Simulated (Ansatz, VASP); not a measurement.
**B5Pt in VASP and in Ansatz**

```xyz
6
Lattice="0.0000 2.9207 2.9207 2.9207 0.0000 2.9207 2.9207 2.9207 0.0000" Properties=species:S:1:pos:R:3 pbc="T T T"
B     4.3811    4.3811    4.3811
B     3.5652    3.5652    2.2762
B     3.5652    2.2762    3.5652
B     2.2762    2.2762    2.2762
B     2.2762    3.5652    3.5652
Pt    0.0000    0.0000    0.0000
```

Change from the starting cell: species swapped into the Be5Pd type (F-43m, No. 216).

Alike in both runs: task relaxation of cell and atoms; functional PBE; k mesh 12 × 12 × 12; occupations gaussian, width 0.1 eV; no spin polarisation.

|  | VASP | Ansatz |
| --- | --- | --- |
| version | VASP 6.6.1 | Ansatz 0.2.0 |
| potentials or method | VASP PAW PBE potentials, release 64 (B, Pt) | scalar-relativistic, plane waves, PAW |
| plane-wave cutoff (eV) | 600 | 420 |
| valence electrons in the cell | 25 | 33 |

|  | VASP | Ansatz | Ansatz less VASP |
| --- | --- | --- | --- |
| gap on the k mesh at the Fermi level, each at its own relaxed structure (eV) | none | none | - |
| relaxed volume (Å³/atom) | 8.25 | 8.26 | +0.010 |
| relaxed cell length with the largest relative difference (Å) | 4.122 | 4.124 | +0.0017 |

A gap of «none» marks a metal or a gap that the smearing closes. The two sets of potentials don't hold the same shells in valence.

Spin-orbit coupling is left out, which matters for the levels of Pt.
